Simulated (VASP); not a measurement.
# Zr (Zirconium) with PBE + D3(BJ): from relaxation to properties, part 4 of 5

What structure and properties does PBE + D3(BJ) give Zr (Zirconium), and how near are they to the measured ones? The start is a cell from a database of measured crystal structures.

VASP 6.6.1, plane waves and PAW; the level of theory is named at each step.

Still holding for the runs below: The k-mesh is coarse for a metal.

So far. Step 10 (Volume scan with PBE + D3(BJ) (run 4)): The run ends at a pressure of 0.01 GPa.

### 11. Volume scan with PBE + D3(BJ) (run 5)

Level of this step: PBE with D3(BJ); plane waves and PAW (Zr_sv) (VASP).

The input, INCAR:

```
SYSTEM = Zr
PREC = Accurate
ENCUT = 400
EDIFF = 1E-06
NELM = 100
ISMEAR = 1
SIGMA = 0.2
LREAL = .FALSE.
ALGO = Normal
GGA = PE
IVDW = 12
NBANDS = 18
LORBIT = 11
LWAVE = .FALSE.
LCHARG = .FALSE.
KPAR = 2
ISIF = 2
```

The input, POSCAR:

```
Zr
1.0
    3.2137012383      0.0000000000      0.0000000000
   -1.6068506192      2.7831469125      0.0000000000
    0.0000000000      0.0000000000      5.1139268596
Zr
2
Direct
    0.3333333333      0.6666666667      0.2500000000
    0.6666666667      0.3333333333      0.7500000000
```

The input, KPOINTS:

```
Automatic mesh
0
Gamma
7 7 4
0 0 0
```

The projector-augmented-wave data sets are Zr_sv (PBE family, release 64).

On the command line:

```
$ mpirun -np 2 vasp_std
```

The program printed:

```text
[... set-up lines as in an earlier step ...]
 entering main loop
       N       E                     dE             d eps       ncg     rms          rms(c)
DAV:   1     0.186226240053E+03    0.18623E+03   -0.11731E+04   872   0.110E+03
DAV:   2    -0.367065279412E+01   -0.18990E+03   -0.18669E+03  1038   0.342E+02
DAV:   3    -0.173930216139E+02   -0.13722E+02   -0.13631E+02  1504   0.656E+01
DAV:   4    -0.176993449690E+02   -0.30632E+00   -0.30585E+00  1036   0.103E+01
[...]
DAV:  10    -0.170230076689E+02    0.46525E-04   -0.32746E-05  1192   0.363E-02    0.237E-02
DAV:  11    -0.170230087152E+02   -0.10464E-05   -0.87980E-06   934   0.331E-02    0.305E-03
DAV:  12    -0.170230087180E+02   -0.27894E-08   -0.41772E-07   514   0.448E-03
   1 F= -.18099403E+02 E0= -.18099358E+02  d E =-.134580E-03
```

The job ended after 9.4 s (2 MPI ranks of AMD EPYC 7R43, shared host; peak memory 0.23 GiB; 18 s of CPU time).

Parts of OUTCAR (step 11):

```text
 Edisp (eV)   -1.07639

  Total      -0.52766    -0.52766    -0.55083     0.00000     0.00000     0.00000
  in kB     -18.48277   -18.48277   -19.29443     0.00000     0.00000     0.00000
  external pressure =      -18.75 kB  Pullay stress =        0.00 kB

 POSITION                                       TOTAL-FORCE (eV/Angst)
 -----------------------------------------------------------------------------------
     -0.00000      1.85543      1.27848        -0.000000     -0.000000      0.000000
      1.60685      0.92772      3.83545         0.000000      0.000000      0.000000
 -----------------------------------------------------------------------------------
    total drift:                               -0.000000      0.000000     -0.000000

  FREE ENERGIE OF THE ION-ELECTRON SYSTEM (eV)
  ---------------------------------------------------
  free  energy   TOTEN  =       -18.0994026179 eV

  energy  without entropy=      -18.0992680383  energy(sigma->0) =      -18.09935776

[... 1 part as in an earlier step ...]

[... 2 further parts left out ...]
[key lines of the parts left out:]
E-fermi :   9.2771
```

The pressure falls from 0.01 to -1.88 GPa.

The run ends at a pressure of -1.88 GPa.

### 12. Volume scan with PBE + D3(BJ) (run 6)

INCAR is that of step 11.

The input, POSCAR:

```
Zr
1.0
    3.2345700129      0.0000000000      0.0000000000
   -1.6172850065      2.8012198014      0.0000000000
    0.0000000000      0.0000000000      5.1471351074
Zr
2
Direct
    0.3333333333      0.6666666667      0.2500000000
    0.6666666667      0.3333333333      0.7500000000
```

KPOINTS is that of step 11.

On the command line:

```
$ mpirun -np 2 vasp_std
```

The program printed:

```text
[... set-up lines as in an earlier step ...]
 entering main loop
       N       E                     dE             d eps       ncg     rms          rms(c)
DAV:   1     0.183115561997E+03    0.18312E+03   -0.11887E+04   864   0.110E+03
DAV:   2    -0.314092081709E+01   -0.18626E+03   -0.18295E+03  1036   0.343E+02
DAV:   3    -0.174486481045E+02   -0.14308E+02   -0.14143E+02  1608   0.660E+01
DAV:   4    -0.177353767858E+02   -0.28673E+00   -0.28642E+00  1010   0.105E+01
[...]
DAV:   9    -0.170308307348E+02   -0.11910E-03   -0.16644E-03  1060   0.376E-01    0.401E-02
DAV:  10    -0.170307808562E+02    0.49879E-04   -0.37157E-05  1190   0.370E-02    0.252E-02
DAV:  11    -0.170307811656E+02   -0.30948E-06   -0.99131E-06   938   0.346E-02
   1 F= -.18085548E+02 E0= -.18085364E+02  d E =-.554345E-03
```

Wall time 9.2 s (2 MPI ranks); peak memory 0.25 GiB.

OUTCAR, selected parts (step 12):

```text
 Edisp (eV)   -1.05477

  Total      -1.03467    -1.03467    -1.05470     0.00000     0.00000     0.00000
  in kB     -35.54549   -35.54549   -36.23346     0.00000     0.00000     0.00000
  external pressure =      -35.77 kB  Pullay stress =        0.00 kB

 POSITION                                       TOTAL-FORCE (eV/Angst)
 -----------------------------------------------------------------------------------
     -0.00000      1.86748      1.28678        -0.000000     -0.000000      0.000000
      1.61729      0.93374      3.86035         0.000000      0.000000      0.000000
 -----------------------------------------------------------------------------------
    total drift:                               -0.000000      0.000000     -0.000000

  FREE ENERGIE OF THE ION-ELECTRON SYSTEM (eV)
  ---------------------------------------------------
  free  energy   TOTEN  =       -18.0855482928 eV

  energy  without entropy=      -18.0849939474  energy(sigma->0) =      -18.08536351

[... 1 part as in an earlier step ...]

[... 2 further parts left out ...]
[key lines of the parts left out:]
E-fermi :   9.0596
```

The pressure falls from -1.88 to -3.58 GPa.

The run ends at a pressure of -3.58 GPa.

### 13. Volume scan with PBE + D3(BJ) (run 7)

A prediction first. A parabola through the 6 pressures of evenly scaled cells so far, P = 0.01 -98.2 t +172 t² GPa with t = ln(V/V₁) and V₁ the volume at scale 1, gives -5.13 GPa at t = +0.0583.

INCAR is that of step 12.

The input, POSCAR:

```
Zr
1.0
    3.2551729252      0.0000000000      0.0000000000
   -1.6275864626      2.8190624468      0.0000000000
    0.0000000000      0.0000000000      5.1799202914
Zr
2
Direct
    0.3333333333      0.6666666667      0.2500000000
    0.6666666667      0.3333333333      0.7500000000
```

KPOINTS is that of step 12.

On the command line:

```
$ mpirun -np 2 vasp_std
```

The program printed:

```text
[... set-up lines as in an earlier step ...]
 entering main loop
       N       E                     dE             d eps       ncg     rms          rms(c)
DAV:   1     0.177829350360E+03    0.17783E+03   -0.11854E+04   880   0.108E+03
DAV:   2    -0.386689900652E+01   -0.18170E+03   -0.17892E+03  1048   0.338E+02
DAV:   3    -0.174459028891E+02   -0.13579E+02   -0.13507E+02  1530   0.639E+01
DAV:   4    -0.177627317839E+02   -0.31683E+00   -0.31617E+00  1046   0.104E+01
[...]
DAV:  10    -0.170283646812E+02    0.61037E-04   -0.42343E-05  1208   0.391E-02    0.272E-02
DAV:  11    -0.170283641202E+02    0.56101E-06   -0.11233E-05   984   0.365E-02    0.409E-03
DAV:  12    -0.170283641616E+02   -0.41381E-07   -0.54723E-07   544   0.535E-03
   1 F= -.18062349E+02 E0= -.18062057E+02  d E =-.875432E-03
```

Wall time 10 s (2 MPI ranks); peak memory 0.23 GiB; 19 s of CPU time.

OUTCAR, selected parts (step 13):

```text
 Edisp (eV)   -1.03399

  Total      -1.53283    -1.53283    -1.54954     0.00000    -0.00000    -0.00000
  in kB     -51.66573   -51.66573   -52.22908     0.00000    -0.00000    -0.00000
  external pressure =      -51.85 kB  Pullay stress =        0.00 kB

 POSITION                                       TOTAL-FORCE (eV/Angst)
 -----------------------------------------------------------------------------------
     -0.00000      1.87937      1.29498         0.000000     -0.000000      0.000000
      1.62759      0.93969      3.88494        -0.000000      0.000000      0.000000
 -----------------------------------------------------------------------------------
    total drift:                               -0.000000      0.000000     -0.000000

  FREE ENERGIE OF THE ION-ELECTRON SYSTEM (eV)
  ---------------------------------------------------
  free  energy   TOTEN  =       -18.0623492034 eV

  energy  without entropy=      -18.0614737716  energy(sigma->0) =      -18.06205739

[... 1 part as in an earlier step ...]

[... 2 further parts left out ...]
[key lines of the parts left out:]
E-fermi :   8.8490
```

The pressure falls from -3.58 to -5.19 GPa. The parabola predicted -5.13 GPa, +0.05 GPa off.

### 14. Comparing the runs

Times are for 2 MPI ranks of AMD EPYC 7R43, shared host. The runs compared:

| no. | volume scale | energy above the lowest point (meV/atom) | pressure (GPa) | time | memory (GiB) |
| --- | --- | --- | --- | --- | --- |
| 1 | 0.94 | 29.75 | 6.743 | 6 s | 0.22 |
| 2 | 0.96 | 13.43 | 4.304 | 9.2 s | 0.24 |
| 3 | 0.98 | 3.67 | 2.063 | 10 s | 0.25 |
| 4 | 1 | 0 | 0.009732 | 9.4 s | 0.25 |
| 5 | 1.02 | 1.91 | -1.875 | 9.4 s | 0.23 |
| 6 | 1.04 | 8.91 | -3.577 | 9.2 s | 0.25 |
| 7 | 1.06 | 20.56 | -5.185 | 10 s | 0.23 |

### 15. Fit for PBE + D3(BJ)

This step: Birch-Murnaghan fit, PBE with D3(BJ); plane waves and PAW (VASP 6.6.1).

This step runs nothing: it gathers the runs above.

Numbers from this step:

```
pressure derivative of the bulk modulus : 3.340
r.m.s. error of the fit                 : 1.12e-5 eV/atom
minimum inside the sampled range        : yes
bulk modulus                            : 98.29 GPa
equilibrium volume of the fit           : 22.49 Å³/atom
```

Table of energy above the fitted minimum by volume:

```
volume (Å³/atom)  energy above the fitted minimum (eV/atom)
           21.08                                     0.0298
           21.52                                     0.0135
           21.97                                    0.00372
           22.42                                     4.6e-5
           22.87                                    0.00196
           23.32                                    0.00895
           23.77                                     0.0206
```

The fitted volume lies +0.29 % from the relaxed one. At a finite cutoff and mesh the minimum of the energy and the zero of the stress don't quite coincide, and the relaxation stops at a threshold.

### 16. Core-level energies (PBE + D3(BJ))

This step: PBE with D3(BJ); plane waves and PAW (Zr_sv) (VASP 6.6.1).

ICORELEVEL = 1 prints the core eigenvalues in the potential of the ground state.

INCAR: that of step 13 with these lines changed.

```diff
@@ -16,2 +16,2 @@
 KPAR = 2
-ISIF = 2
+ICORELEVEL = 1
```

The input, POSCAR:

```
Zr
1.0
    3.1925578549      0.0000000000      0.0000000000
   -1.5962789275      2.7648362053      0.0000000000
    0.0000000000      0.0000000000      5.0802816299
Zr
2
Direct
    0.3333333333      0.6666666667      0.2500000000
    0.6666666667      0.3333333333      0.7500000000
```

KPOINTS is that of step 13.

On the command line:

```
$ mpirun -np 2 vasp_std
```

The program printed:

```text
[... set-up lines as in an earlier step ...]
 entering main loop
       N       E                     dE             d eps       ncg     rms          rms(c)
[... 12 cycles as in an earlier step ...]
   1 F= -.18103089E+02 E0= -.18103179E+02  d E =0.272101E-03
```

Wall time 10 s (2 MPI ranks); peak memory 0.24 GiB.

From OUTCAR (step 16):

```text
   NELECT =      24.0000    total number of electrons

 the core state eigenenergies are
   1-  1s -17806.7650  2s  -2453.9795  2p  -2186.4878  3s   -389.2957  3p   -302.1796
       3d   -159.2793
   2-  1s -17806.7650  2s  -2453.9795  2p  -2186.4878  3s   -389.2957  3p   -302.1796
       3d   -159.2793

 E-fermi :   9.5013

 Edisp (eV)   -1.09891

[... 20 parts as in an earlier step ...]

[... 1 further part left out ...]
```

These are scalar-relativistic Kohn-Sham levels of the ground state, with no core hole, so they are not binding energies.

This step gave:

```yaml
free_energy_toten: -18.10 eV
energy_at_zero_smearing: -18.10 eV
fermi_energy: 9.501 eV
pressure: 0.009732 GPa
```

Kohn-Sham core levels. Core levels, by row:

```csv
atom,shell,level below the Fermi level (eV)
Zr1,1s,17816
Zr1,2s,2463
Zr1,2p,2196
Zr1,3s,398.8
Zr1,3p,311.7
Zr1,3d,168.8
Zr2,1s,17816
Zr2,2s,2463
Zr2,2p,2196
Zr2,3s,398.8
Zr2,3p,311.7
Zr2,3d,168.8
```

Atoms of one element give levels within 0.1 eV of each other.

### 17. Bands along the symmetry lines (PBE + D3(BJ) + SOC)

This step: PBE with D3(BJ), spin-orbit coupling; plane waves and PAW (Zr_sv) (VASP 6.6.1).

Levels along the symmetry lines show where the bands peak and cross; KPOINTS_OPT computes them in the converged potential. Spin-orbit coupling needs spinors and the noncollinear program, where each band holds one electron.

INCAR: that of step 16 with these lines changed.

```diff
@@ -11,3 +11,9 @@
 IVDW = 12
-NBANDS = 18
+LNONCOLLINEAR = .TRUE.
+MAGMOM = 0 0 0 0 0 0
+NBANDS = 36
+GGA_COMPAT = .FALSE.
+LASPH = .TRUE.
+LSORBIT = .TRUE.
+LMAXMIX = 4
 LORBIT = 11
@@ -16,2 +22 @@
 KPAR = 2
-ICORELEVEL = 1
```

POSCAR is that of step 16.

The input, KPOINTS:

```
Automatic mesh
0
Gamma
6 6 3
0 0 0
```

The input, KPOINTS_OPT:

```
Line mode
16
Line-mode
Reciprocal
  0.00000000   0.00000000   0.00000000 GAMMA
  0.50000000   0.00000000   0.00000000 M

  0.50000000   0.00000000   0.00000000 M
  0.33333333   0.33333333   0.00000000 K

  0.33333333   0.33333333   0.00000000 K
  0.00000000   0.00000000   0.00000000 GAMMA

  0.00000000   0.00000000   0.00000000 GAMMA
  0.00000000   0.00000000   0.50000000 A

  0.00000000   0.00000000   0.50000000 A
  0.50000000   0.00000000   0.50000000 L

  0.50000000   0.00000000   0.50000000 L
  0.33333333   0.33333333   0.50000000 H

  0.33333333   0.33333333   0.50000000 H
  0.00000000   0.00000000   0.50000000 A

  0.50000000   0.00000000   0.50000000 L
  0.50000000   0.00000000   0.00000000 M

  0.33333333   0.33333333   0.00000000 K
  0.33333333   0.33333333   0.50000000 H
```

On the command line:

```
$ mpirun -np 2 vasp_ncl
```

The program printed:

```text
[... set-up lines as in an earlier step ...]
 entering main loop
       N       E                     dE             d eps       ncg     rms          rms(c)
DAV:   1     0.207456417518E+03    0.20746E+03   -0.10956E+04  1016   0.111E+03
DAV:   2     0.247657749217E+00   -0.20721E+03   -0.19965E+03  1168   0.370E+02
DAV:   3    -0.169771778831E+02   -0.17225E+02   -0.16645E+02  1640   0.726E+01
DAV:   4    -0.177227551749E+02   -0.74558E+00   -0.74252E+00  1400   0.165E+01
DAV:   5    -0.177531172057E+02   -0.30362E-01   -0.30356E-01  1424   0.250E+00    0.153E+01
DAV:   6    -0.171893015626E+02    0.56382E+00   -0.85847E-01  1080   0.758E+00    0.617E+00
DAV:   7    -0.170828091906E+02    0.10649E+00   -0.59425E-01  1340   0.544E+00    0.119E+00
DAV:   8    -0.170880559060E+02   -0.52467E-02   -0.36906E-02  1324   0.106E+00    0.806E-01
DAV:   9    -0.170902976385E+02   -0.22417E-02   -0.90738E-03  1104   0.103E+00    0.192E-01
DAV:  10    -0.170900986421E+02    0.19900E-03   -0.59668E-04  1160   0.255E-01    0.218E-02
DAV:  11    -0.170900898270E+02    0.88151E-05   -0.43607E-05  1588   0.409E-02    0.139E-02
DAV:  12    -0.170900925762E+02   -0.27492E-05   -0.26989E-06  1092   0.194E-02    0.192E-03
DAV:  13    -0.170900924250E+02    0.15119E-06   -0.11101E-07   592   0.259E-03
   1 F= -.18189003E+02 E0= -.18183362E+02  d E =-.169219E-01  mag=    -0.0000    -0.0000    -0.0000
 Start KPOINTS_OPT (optional k-point list driver)
k-point batch [1-14\144]
       N       E                     dE             ncg
DAV:   1    -0.913686519566E+03   -0.48708E+04     1008
DAV:   2    -0.397650080750E+04   -0.30628E+04     1216
DAV:   3    -0.422538296331E+04   -0.24888E+03     1604
DAV:   4    -0.423797316059E+04   -0.12590E+02     1396
DAV:   5    -0.423855046103E+04   -0.57730E+00     1416
DAV:   6    -0.423855992641E+04   -0.94654E-02     1384
DAV:   7    -0.423856022098E+04   -0.29457E-03     1272
DAV:   8    -0.423856023124E+04   -0.10259E-04     1152
DAV:   9    -0.423856023145E+04   -0.20983E-06      792
[...]
k-point batch [141-144\144]
       N       E                     dE             ncg
DAV:   1     0.828092099354E+04   -0.39503E+04      304
DAV:   2     0.753970108224E+04   -0.74122E+03      328
DAV:   3     0.747989394676E+04   -0.59807E+02      472
DAV:   4     0.747630559321E+04   -0.35884E+01      372
DAV:   5     0.747613867279E+04   -0.16692E+00      404
DAV:   6     0.747613514412E+04   -0.35287E-02      368
DAV:   7     0.747613505960E+04   -0.84518E-04      384
DAV:   8     0.747613505624E+04   -0.33576E-05      284
DAV:   9     0.747613505619E+04   -0.57324E-07      180
```

Wall time 2.7 min (2 MPI ranks); peak memory 0.43 GiB; 5.4 min of CPU time.

(Continued in part 5 of 5.)

[Lines on the potential files, build, host, timing and source positions are cut from VASP's logs without a mark.]

[Logs are printed without paths, hosts, clocks, repeated set-up lines and the standing remarks that a program may print on its own settings, such as how far it seeks lower states.]

[Hosts, paths, dates, database ids (printed as entryN), source tags and the programs' standing remarks are cut or masked in the printed files.]

[Measured values are set beside computed ones only where the two were judged alike; some that the calculation misses by far are left out.]
